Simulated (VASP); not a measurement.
# Mg16Au7 (a cell with a defect) in VASP: notebook, part 2 of 4

VASP 6.6.1. Earlier steps stand in the parts before.

## (3) Single point, LDA

The input, INCAR:

```
SYSTEM = Mg16Au7
PREC     = Accurate       ! precision mode
ENCUT    = 520            ! plane-wave cutoff, eV
EDIFF    = 1E-6           ! SCF threshold, eV
ISMEAR   = -1             ! smearing method
SIGMA    = 0.05           ! smearing width, eV
LREAL    = Auto         
LASPH    = .True.         ! aspherical terms in the spheres
NELM     = 100            ! most SCF steps
ALGO     = Fast           ! electronic algorithm
ISIF     = 2              ! what is computed and relaxed
LWAVE    = .False.        ! write WAVECAR
LCHARG   = .False.        ! write CHGCAR
NBANDS   = 72             ! bands
```

The input, KPOINTS:

```
regular mesh
0
Gamma
  2 2 2
  0 0 0
```

The input, POSCAR:

```
Mg16Au7
1.0
    6.1351573700      0.0000000000      0.0000000000
    0.0000000000      9.0712827400      0.0000000000
    0.0000000000      0.0000000000      8.2845697200
Mg Au
16 7
Direct
    0.8308937640      0.1183388315      0.0557765841
    0.7547791720      0.3757737574      0.5692681889
    0.3524739252      0.1495078523      0.4568924070
    0.1040602484      0.3757728755      0.9198204925
    0.4385432741      0.1146319688      0.8247574987
    0.0379760430      0.3757715527      0.2753684352
    0.9594308092      0.0934840225      0.6832277585
    0.5252091847      0.3757728755      0.1747901278
    0.8308887112      0.6332026203      0.0557776705
    0.6487717853      0.8757721733      0.5369890230
    0.3524752292      0.6020387807      0.4568910792
    0.1447780304      0.8757729450      0.9610703113
    0.4385393622      0.6369136720      0.8247552053
    0.0640734991      0.8757739371      0.3315036378
    0.9594368400      0.6580610671      0.6832278792
    0.5383235997      0.8757707402      0.1823195472
    0.2596833144      0.1283495437      0.1348779765
    0.3453102948      0.3757727653      0.6674700301
    0.7856947604      0.1256102398      0.3747923073
    0.2596792395      0.6231942231      0.1348774937
    0.2516315242      0.8757747088      0.6419029811
    0.7856985093      0.6259354011      0.3747937557
    0.7213376501      0.8757711812      0.8642343830
```

Potentials or basis: VASP PAW LDA potentials, release 64 (Mg, Au).

Command:

```
> cat potpaw_LDA.64/Mg/POTCAR potpaw_LDA.64/Au/POTCAR > POTCAR
> mpirun -np 1 vasp_std > vasp.out
```

OUTCAR:

```text
SYSTEM = Mg16Au7
   PREC = Accurate
   ENCUT = 520
   EDIFF = 1E-6
   ISMEAR = -1
   LREAL = Auto
   LASPH = .True.
   NELM = 100
   ISIF = 2

 ion  position               nearest neighbor table
   1  0.831  0.118  0.056-  19 2.66  17 2.71  23 2.79  16 3.03  12 3.03   5 3.08   4 3.09   8 3.15
                             7 3.19   6 3.22  14 3.48  17 3.57
   2  0.755  0.376  0.569-  18 2.64  22 2.79  19 2.79   6 2.99  15 3.00   7 3.00  11 3.34   3 3.34
                             8 3.56   4 3.61
   3  0.352  0.150  0.457-  18 2.69  17 2.73  19 2.75  21 2.98   7 3.10   5 3.11  10 3.15   6 3.19
                            14 3.22   8 3.29   2 3.34  19 3.55  16 3.56
   4  0.104  0.376  0.920-  18 2.56   6 2.97  20 3.02  17 3.02   9 3.09   1 3.09  13 3.23   5 3.23
[... 820 lines left out ...]
  external PRESSURE =     -32.1333964 kB  Pullay stress =       0.0000000 kB

 VOLUME and BASIS-vectors are now :
 -----------------------------------------------------------------------------
  energy-cutoff  :      520.00
  volume of cell :      461.07
      direct lattice vectors                 reciprocal lattice vectors
     6.135157370  0.000000000  0.000000000     0.162995004  0.000000000  0.000000000
     0.000000000  9.071282740  0.000000000     0.000000000  0.110237993  0.000000000
     0.000000000  0.000000000  8.284569720     0.000000000  0.000000000  0.120706329

 POSITION                                       TOTAL-FORCE (eV/Angst)
 -----------------------------------------------------------------------------------
      5.09766      1.07348      0.46208         0.002696     -0.027955      0.051333
      4.63069      3.40875      4.71614        -0.152590     -0.000205      0.157116
      2.16248      1.35623      3.78516        -0.012031     -0.140206     -0.101493
      0.63843      3.40874      7.62032         0.044776      0.000261      0.244882
      2.69053      1.03986      6.83276         0.048968      0.086241     -0.082585
      0.23299      3.40873      2.28131         0.033115     -0.000238      0.166476
[... 15 lines left out ...]
      4.82038      5.67804      3.10500         0.039965     -0.000387      0.052358
      4.42552      7.94437      7.15981        -0.006903     -0.000722      0.018654
 -----------------------------------------------------------------------------------
    total drift:                                0.003177      0.000922      0.003293

  FREE ENERGIE OF THE ION-ELECTRON SYSTEM (eV)
  ---------------------------------------------------
  free  energy   TOTEN  =       -71.1975715357 eV

  energy  without entropy=      -71.1280766120  energy(sigma->0) =      -71.16282407
```

OSZICAR:

```text
N       E                     dE             d eps       ncg     rms          rms(c)
DAV:   1     0.452831829382E+03    0.45283E+03   -0.43728E+04  1152   0.127E+03
DAV:   2    -0.473346948924E+02   -0.50017E+03   -0.45877E+03  1320   0.217E+02
DAV:   3    -0.755400339880E+02   -0.28205E+02   -0.27577E+02  1344   0.448E+01
DAV:   4    -0.759419615138E+02   -0.40193E+00   -0.40085E+00  1336   0.566E+00
DAV:   5    -0.759469945066E+02   -0.50330E-02   -0.50319E-02  1296   0.704E-01    0.148E+01
RMM:   6    -0.716539803798E+02    0.42930E+01   -0.21554E+01  1152   0.148E+01    0.552E+00
RMM:   7    -0.713668337229E+02    0.28715E+00   -0.12714E+00  1193   0.301E+00    0.302E+00
RMM:   8    -0.712009872795E+02    0.16585E+00   -0.34625E-01  1200   0.155E+00    0.675E-01
RMM:   9    -0.711984757514E+02    0.25115E-02   -0.50909E-02  1304   0.653E-01    0.490E-01
RMM:  10    -0.711976311787E+02    0.84457E-03   -0.75688E-03  1332   0.279E-01    0.168E-01
RMM:  11    -0.711975705732E+02    0.60606E-04   -0.19686E-03  1317   0.122E-01    0.888E-02
RMM:  12    -0.711975667421E+02    0.38311E-05   -0.41331E-04  1376   0.640E-02    0.209E-02
RMM:  13    -0.711975702130E+02   -0.34708E-05   -0.94453E-05  1376   0.267E-02    0.131E-02
RMM:  14    -0.711975715424E+02   -0.13294E-05   -0.17765E-05  1361   0.114E-02    0.361E-03
RMM:  15    -0.711975715357E+02    0.67121E-08   -0.35430E-06   966   0.492E-03
   1 F= -.71197572E+02 E0= -.71162824E+02  d E =-.694949E-01
```

stdout:

```text
POSCAR found type information on POSCAR MgAu
 POSCAR found :  2 types and      23 ions
 scaLAPACK will be used
 LDA part: xc-table for (Slater(with rela. corr.)+CA(PZ))
 , standard interpolation
 POSCAR, INCAR and KPOINTS ok, starting setup
 FFT: planning ... GRIDC
 FFT: planning ... GRID_SOFT
 FFT: planning ... GRID
 WAVECAR not read
 entering main loop
```

Wall time 2.9 min (1 thread of Intel Xeon 6975P-C (Granite Rapids), shared host); peak memory 0.45 GiB.

What came out:

```
Free energy            : -71.1976 eV
Pressure               : -3.2 GPa
Largest force          : 0.723 eV/Å
Band gap on the k mesh : none (metal or under the smearing width)
```

Forces on the atoms (eV/Å):
```
Mg   0.003 -0.028  0.051
Mg  -0.153  0.000  0.157
Mg  -0.012 -0.140 -0.101
Mg   0.045  0.000  0.245
Mg   0.049  0.086 -0.083
Mg   0.033  0.000  0.166
Mg   0.111  0.053  0.034
Mg   0.035  0.000  0.130
Mg   0.003  0.028  0.051
Mg   0.090  0.000  0.053
Mg  -0.013  0.140 -0.101
Mg   0.070  0.000 -0.049
Mg   0.049 -0.087 -0.083
Mg   0.005  0.000 -0.055
Mg   0.111 -0.053  0.034
Mg  -0.025  0.000  0.035
Au   0.035  0.029 -0.073
Au  -0.582  0.000 -0.429
Au   0.040  0.005  0.052
Au   0.034 -0.029 -0.075
Au   0.039 -0.002 -0.031
Au   0.040  0.000  0.052
Au  -0.007 -0.001  0.019
```

Stress tensor (GPa, compression positive):
```
-2.32  0.00 -1.17
 0.00 -5.98  0.00
-1.17  0.00 -1.34
```

Levels at points of the mesh, in eV from the Fermi level:
| k point | band 50 | band 51 | band 52 | band 53 | band 54 | band 55 | band 56 | band 57 | band 58 | band 59 |
| --- | --- | --- | --- | --- | --- | --- | --- | --- | --- | --- |
| (0.00, 0.00, 0.00) | -1.06 | -0.94 | -0.70 | -0.48 | -0.38 | 0.08 | 0.35 | 0.53 | 0.58 | 0.79 |
| (0.50, 0.00, 0.00) | -1.67 | -1.52 | -1.27 | -1.17 | 0.65 | 0.90 | 1.66 | 1.73 | 1.98 | 2.13 |
| (0.00, 0.50, 0.00) | -1.06 | -0.69 | -0.65 | -0.50 | -0.47 | -0.11 | -0.09 | 0.00 | 0.35 | 0.54 |
| (0.50, 0.50, 0.00) | -1.69 | -1.41 | -0.47 | -0.37 | 0.03 | 0.08 | 0.43 | 0.65 | 0.98 | 1.10 |
| (0.00, 0.00, 0.50) | -1.23 | -1.01 | -0.94 | -0.58 | -0.36 | -0.21 | 0.13 | 0.41 | 0.70 | 0.73 |
| (0.50, 0.00, 0.50) | -1.17 | -0.70 | 0.00 | 0.04 | 0.15 | 0.45 | 1.01 | 1.24 | 1.35 | 1.58 |
| (0.00, 0.50, 0.50) | -1.55 | -1.42 | -1.27 | -1.22 | -1.08 | -0.64 | 0.65 | 0.66 | 1.05 | 1.21 |
| (0.50, 0.50, 0.50) | -1.51 | -0.96 | -0.75 | -0.57 | -0.47 | -0.32 | -0.27 | -0.19 | 0.08 | 0.19 |

Caveat: the k mesh is coarse (spacing up to 0.51 Å⁻¹), so the values aren't converged. Spin-orbit coupling is left out, which matters for the levels of Au.

(Part 2 of 4 ends here.)
